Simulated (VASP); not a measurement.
OSZICAR of a VASP run on NaI (rock salt):

File OSZICAR:
```
       N       E                     dE             d eps       ncg     rms          rms(c)
DAV:   1     0.695515148499E+02    0.69552E+02   -0.71778E+03   638   0.122E+03
DAV:   2    -0.805008435904E+01   -0.77602E+02   -0.73273E+02   666   0.254E+02
DAV:   3    -0.149302268484E+02   -0.68801E+01   -0.68255E+01   781   0.796E+01
DAV:   4    -0.151373650939E+02   -0.20714E+00   -0.20698E+00   776   0.141E+01
DAV:   5    -0.151430948603E+02   -0.57298E-02   -0.57296E-02   777   0.243E+00    0.164E+00
DAV:   6    -0.168800937218E+02   -0.17370E+01   -0.21791E+00   644   0.256E+01    0.112E+00
DAV:   7    -0.167316551586E+02    0.14844E+00   -0.15673E+03   638   0.425E+04    0.920E-01
DAV:   8    -0.168940615482E+02   -0.16241E+00   -0.46846E-01   638   0.973E+00    0.275E-01
DAV:   9    -0.169069795549E+02   -0.12918E-01   -0.10625E-02   722   0.106E+00    0.152E-01
DAV:  10    -0.169053195197E+02    0.16600E-02   -0.70440E-03   644   0.120E+00    0.108E-01
DAV:  11    -0.169034762274E+02    0.18433E-02   -0.14947E-02   638   0.146E+00    0.112E-01
DAV:  12    -0.169078374369E+02   -0.43612E-02   -0.99598E-04   650   0.386E-01    0.784E-02
DAV:  13    -0.169100993850E+02   -0.22619E-02   -0.25342E-03   638   0.587E-01    0.254E-02
DAV:  14    -0.169100578173E+02    0.41568E-04   -0.86699E-05   731   0.103E-01    0.274E-02
DAV:  15    -0.169100726064E+02   -0.14789E-04   -0.26607E-06   674   0.178E-02    0.169E-02
DAV:  16    -0.169101102892E+02   -0.37683E-04   -0.18856E-05   644   0.432E-02    0.917E-03
DAV:  17    -0.169101122005E+02   -0.19113E-05   -0.24577E-06   713   0.182E-02    0.171E-03
DAV:  18    -0.169101133618E+02   -0.11613E-05   -0.46523E-07   644   0.927E-03    0.353E-03
DAV:  19    -0.169101134233E+02   -0.61503E-07   -0.12494E-08   412   0.153E-03
   1 F= -.16910113E+02 E0= -.16910113E+02  d E =0.000000E+00
       N       E                     dE             ncg
       N       E                     dE             ncg
       N       E                     dE             ncg
```

**Question.** Which electronic solver shows in the log?

**Answer.** It is blocked Davidson (ALGO = Normal, or the opening steps of other solvers). The INCAR had ALGO = Normal.

**Question.** Can the final energy be trusted as converged?

**Answer.** Self-consistency was reached. It stopped with EDIFF = 1E-7, NELM = 100 (TPSS meta-GGA, plane waves, VASP's PBE PAW potentials (set 64)).

The compound is NaI in the rock salt structure. It was relaxed first.
